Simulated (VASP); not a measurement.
Consider the following.

```
Mo
1.0
   -1.57639     1.57639     1.57639
    1.57639    -1.57639     1.57639
    1.57639     1.57639    -1.57639
Mo
1
Direct
  0.00000   0.00000   0.00000
```

Level of theory: r2SCAN meta-GGA with spin-orbit coupling, VASP's PBE PAW potentials (set 64) (plane waves; VASP). Settings: 400 eV cut-off, 15×15×15 Γ-centred mesh, Gaussian smearing of 0.050 eV, potentials Mo_sv.

Q: What does the run give for the energy per atom (σ→0), band gap (over mesh and band path) with the smallest direct gap where there is one?

A: 
```
Quantity                                                              Result
----------------------------------  ----------------------------------------
band gap (over mesh and band path)  none (metal, semimetal or under 0.01 eV)
energy per atom (σ→0)                                        -26.177 eV/atom
```

Only differences to runs with the same potentials and settings are physical.

The compound is Mo in the bcc structure. It was relaxed first.
